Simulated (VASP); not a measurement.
Crystal: Zn2SnO3.

```xyz
6
Lattice="-1.6800 1.6800 7.1250 1.6800 -1.6800 7.1250 1.6800 1.6800 -7.1250" Properties=species:S:1:pos:R:3 pbc="T T T"
Zn    0.0000    0.0000    9.5005
Zn    0.0000    0.0000    4.7495
Sn    0.0000    0.0000    0.0000
O     0.0000    1.6800    3.5625
O     1.6800    0.0000    1.1870
O     1.6800    0.0000    5.9380
```

The cell was built by a generator and needn't be a form met in nature.

```yaml
Program: VASP 6.6.1
Task: relaxation of cell and atoms
Functional: PBE
Potentials_or_basis: VASP PAW PBE potentials, release 64 (Zn, Sn_d, O)
Cutoff: 520 eV
k_mesh: 6 × 6 × 6
Occupations: gaussian, width 0.15 eV
Spin: no spin polarisation
```

At the start: pressure 13.9 GPa; volume 13.41 Å³/atom.

**Question.** Where does the relaxation end?

**Answer.** Over 10 steps the energy falls by 185.3 meV/atom and the volume is 14.57 Å³/atom (+8.7 %); space group I-4m2 (No. 119, to 0.05 Å).

Step by step:
| step | energy change (eV) | largest force (eV/Å) | pressure (GPa) | volume (Å³) |
| --- | --- | --- | --- | --- |
| 1 | 0.0000 | 2.1761 | 13.92 | 80.44 |
| 2 | -0.5996 | 0.9767 | -6.10 | 94.77 |
| 3 | -0.6319 | 1.1087 | -2.83 | 91.62 |
| 4 | -0.8292 | 1.0074 | -1.89 | 89.98 |
| 5 | -1.0918 | 0.1247 | 2.44 | 85.41 |
| 6 | -1.0972 | 0.2592 | -1.46 | 88.59 |
| 7 | -1.1092 | 0.0960 | 0.14 | 87.13 |
| 8 | -1.1092 | 0.0802 | 0.31 | 87.05 |
| 9 | -1.1092 | 0.1079 | 0.38 | 87.08 |
| 10 | -1.1119 | 0.0161 | -0.27 | 87.44 |

Final structure:
```cif
data_structure
_symmetry_space_group_name_H-M 'P 1'
_symmetry_Int_Tables_number 1
_cell_length_a 7.7247
_cell_length_b 7.7247
_cell_length_c 7.7247
_cell_angle_alpha 154.161
_cell_angle_beta 154.161
_cell_angle_gamma 36.866
_cell_volume 87.44
loop_
_atom_site_label
_atom_site_type_symbol
_atom_site_fract_x
_atom_site_fract_y
_atom_site_fract_z
_atom_site_occupancy
Zn1 Zn 0.67888 0.67888 0.00000 1
Zn2 Zn 0.32112 0.32112 0.00000 1
Sn1 Sn 0.00000 0.00000 0.00000 1
O1 O 0.75000 0.25000 0.50000 1
O2 O 0.10669 0.60669 0.50000 1
O3 O 0.39331 0.89331 0.50000 1
```

Caveat: the k mesh is coarse (spacing up to 0.44 Å⁻¹), so the values aren't converged.
